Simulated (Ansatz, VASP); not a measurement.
Two plane-wave programs on TiB2N3

```xyz
6
Lattice="3.2546 0.0000 0.0000 0.0000 3.2546 0.0000 0.0000 0.0000 4.7707" Properties=species:S:1:pos:R:3 pbc="T T T"
Ti    0.0000    0.0000    0.4888
B     0.0000    0.0000    3.0457
B     1.6273    1.6273    1.5806
N     1.6273    0.0000    3.6235
N     0.0000    1.6273    3.6235
N     1.6273    1.6273    3.1002
```

Alike in both runs: functional PBE; k mesh 6 × 6 × 4; occupations gaussian, width 0.1 eV; no spin polarisation.

Ansatz relaxed the structure, and its values are those at the end. VASP's run is a single point on that final structure, the one shown.

|  | VASP | Ansatz |
| --- | --- | --- |
| version | VASP 6.6.1 | Ansatz 0.2.0 |
| potentials or method | VASP PAW PBE potentials, release 64 (Ti_sv, B, N) | scalar-relativistic, plane waves, PAW |
| plane-wave cutoff (eV) | 520 | 420 |
| valence electrons in the cell | 33 | 33 |

Ansatz gave:

```
gap on the k mesh at the Fermi level (eV) : none
pressure (GPa)                            : 0.1
rms of the force components (eV/Å)        : 0.002
```

Question: Estimate VASP's values.

Answer: gap on the k mesh at the Fermi level (eV): none; pressure (GPa): 0.1; rms of the force components (eV/Å): 0.013.

A gap of «none» marks a metal or a gap that the smearing closes.
